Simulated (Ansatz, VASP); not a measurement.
# WS2 (Tungstenite) in two plane-wave programs, part 2 of 2

Wanted: the spread between two codes on one cell, functional and k mesh. The cell is taken from a series of runs on this material, whose earlier steps may have relaxed, scaled, displaced or heated it; both programs get it as it stands.

VASP 6.6.1 and Ansatz 0.2.0.

So far: Set-up; Ansatz: relaxation of cell and atoms, PBE; VASP: relaxation of cell and atoms, PBE.

### 3. VASP: relaxation of cell and atoms, PBE (continued)

Level of this step: PBE, no spin polarisation; plane waves and PAW (W, S) (VASP).

Numbers of over 12 decimals in the logs are rounded to 6 here.

Parts of OUTCAR (step 3):

```text
ion  position               nearest neighbor table
   1  0.333  0.667  0.250-   6 2.42   4 2.42   6 2.42   4 2.42   6 2.42   4 2.42
   2  0.667  0.333  0.750-   5 2.42   3 2.42   5 2.42   3 2.42   5 2.42   3 2.42
   3  0.333  0.667  0.644-   2 2.42   2 2.42   2 2.42
   4  0.667  0.333  0.144-   1 2.42   1 2.42   1 2.42
   5  0.333  0.667  0.856-   2 2.42   2 2.42   2 2.42
   6  0.667  0.333  0.356-   1 2.42   1 2.42   1 2.42

  LATTYP: Found a hexagonal cell.
 ALAT       =     3.1876930000
 C/A-ratio  =     4.6607179550

 Subroutine GETGRP returns: Found 24 space group operations
 (whereof 12 operations were pure point group operations)

The static configuration has the point symmetry D_3d.
 The point group associated with its full space group is D_6h.

 Found     24 irreducible k-points:

   k-points           NKPTS =     24   k-points in BZ     NKDIM =     24   number of bands    NBANDS=     24

   dimension x,y,z NGX =    28 NGY =   28 NGZ =  120
   dimension x,y,z NGXF=    56 NGYF=   56 NGZF=  240

   ENCUT  =  600.0 eV  44.10 Ry    6.64 a.u.   6.37  6.37 29.67*2*pi/ulx,y,z

   NELECT =      36.0000    total number of electrons

 k-points in reciprocal lattice and weights: Automatic mesh
   0.00000000  0.00000000  0.00000000       0.006
   0.11111111 -0.00000000  0.00000000       0.037
   0.22222222  0.00000000  0.00000000       0.037
   0.33333333 -0.00000000  0.00000000       0.037
   0.44444444  0.00000000  0.00000000       0.037
   0.11111111  0.11111111  0.00000000       0.037
   0.22222222  0.11111111  0.00000000       0.074
   0.33333333  0.11111111  0.00000000       0.074
   0.44444444  0.11111111  0.00000000       0.037
[...]
0.33333333  0.22222222  0.50000000       0.074
   0.33333333  0.33333333  0.50000000       0.012

 average (electrostatic) potential at core
       1 -42.0778       2 -42.0778       3 -87.7955       4 -87.7955       5 -87.7955
       6 -87.7955

 E-fermi :   4.6469

 k-point     1 :       0.0000    0.0000    0.0000
  band No.  band energies     occupation
    ...
     14       2.0547      2.00000
     15       2.0571      2.00000
     16       2.0571      2.00000
     17       3.4006      2.00000
     18       3.8151      2.00000
     19       6.5507      0.00000
     20       6.5507      0.00000
     21       6.5517      0.00000
     22       6.5517      0.00000
     23       6.6935      0.00000
    ...

 k-point     2 :       0.1111   -0.0000    0.0000
  band No.  band energies     occupation
    ...
     14       1.7549      2.00000
     15       2.1890      2.00000
     16       2.4340      2.00000
     17       3.3417      2.00000
     18       3.6297      2.00000
     19       6.1829      0.00000
     20       6.3895      0.00000
     21       6.3925      0.00000
     22       6.4583      0.00000
     23       6.5203      0.00000
    ...

 k-point     3 :       0.2222    0.0000    0.0000
  band No.  band energies     occupation
    ...
     14       1.5205      2.00000
     15       1.9915      2.00000
     16       2.2281      2.00000
     17       2.9296      2.00000
     18       2.9997      2.00000
     19       5.7582      0.00000
     20       6.1622      0.00000
     21       6.2343      0.00000
     22       6.2515      0.00000
     23       6.5758      0.00000
    ...

  Total        0.0010595      0.0010595     -0.0114031      0.0000000      0.0000000      0.0000000
  in kB        0.0130357      0.0130357     -0.1402977      0.0000000      0.0000000      0.0000000
  external PRESSURE =      -0.0380754 kB  Pullay stress =       0.0000000 kB

  energy-cutoff  :      600.00
  volume of cell :      130.22
      direct lattice vectors                 reciprocal lattice vectors
     3.182225113 -0.000000001 -0.000000000     0.314245525  0.181429689  0.000000000
    -1.591112058  2.755887672  0.000000000     0.000000000  0.362859492  0.000000000
    -0.000000000 -0.000000000 14.848807572    -0.000000000 -0.000000000  0.067345475

 POSITION                                       TOTAL-FORCE (eV/Angst)
 -----------------------------------------------------------------------------------
     -0.00000      1.83726      3.71220        -0.000000      0.000000      0.000000
      1.59111      0.91863     11.13661         0.000000     -0.000000      0.000000
     -0.00000      1.83726      9.56674         0.000000     -0.000000      0.000483
      1.59111      0.91863      2.14234        -0.000000      0.000000      0.000483
     -0.00000      1.83726     12.70647         0.000000      0.000000     -0.000483
      1.59111      0.91863      5.28206        -0.000000     -0.000000     -0.000483
 -----------------------------------------------------------------------------------
    total drift:                                0.000898      0.000074     -0.000671

  FREE ENERGIE OF THE ION-ELECTRON SYSTEM (eV)
  ---------------------------------------------------
  free  energy   TOTEN  =       -47.4628327121 eV

  energy  without entropy=      -47.4628327121  energy(sigma->0) =      -47.46283271

 reached required accuracy - stopping structural energy minimisation

 total charge
# of ion       s       p       d       tot
------------------------------------------
    1        0.561   0.702   4.218   5.480
    2        0.561   0.702   4.218   5.480
    3        1.359   2.358   0.000   3.716
    4        1.359   2.358   0.000   3.716
    5        1.359   2.358   0.000   3.716
    6        1.359   2.358   0.000   3.716
--------------------------------------------------
tot          6.556  10.834   8.436  25.825

[... 3 further parts left out ...]
```

This run has no spin polarisation, so a moment on W, if there is one, isn't seen. The data set W keeps the semicore shell frozen, which is cheaper and a little less accurate.

### 4. Comparison

Known differences besides the potentials themselves: the data sets hold 52 valence electrons in Ansatz (on its default PAW (the set named soft_2) files) and 36 in VASP; the cutoff is 420 eV in Ansatz and 600 eV in VASP; Ansatz adds a Pulay correction to the stress that steers its cell, VASP none. Total energies have different zeros and are not compared.

The two programs side by side:

| quantity | Ansatz | VASP | difference |
| --- | --- | --- | --- |
| volume (Å³) | 130.74 | 130.22 | +0.40 % |
| edge a after relaxation, in the typed setting (Å) | 3.188 | 3.182 | +0.17 % |
| edge c after relaxation, in the typed setting (Å) | 14.857 | 14.849 | +0.05 % |

### 5. Outcome

| Item | Value |
| --- | --- |
| difference in volume (relaxation of cell and atoms, PBE) | 0.40 % |

**Reading.** The difference in volume is 0.40 % (relaxation of cell and atoms, PBE), within the 1.2 % picked in this series as the mark of a large difference, as far as the stopping tolerances let one tell. The data sets hold unlike numbers of valence electrons (52 in Ansatz and 36 in VASP), so part of the differences comes from the potentials. Such differences can come from data sets, numerical settings and the points named under the comparisons, not from the functional's error against experiment.

[Lines on the potential files, build, host, timing and source positions are cut from VASP's logs without a mark.]

[Logs are printed without paths, hosts, clocks, repeated set-up lines and the standing remarks that a program may print on its own settings, such as how far it seeks lower states.]

[Hosts, paths, dates, database ids (printed as entryN), source tags and the programs' standing remarks are cut or masked in the printed files.]
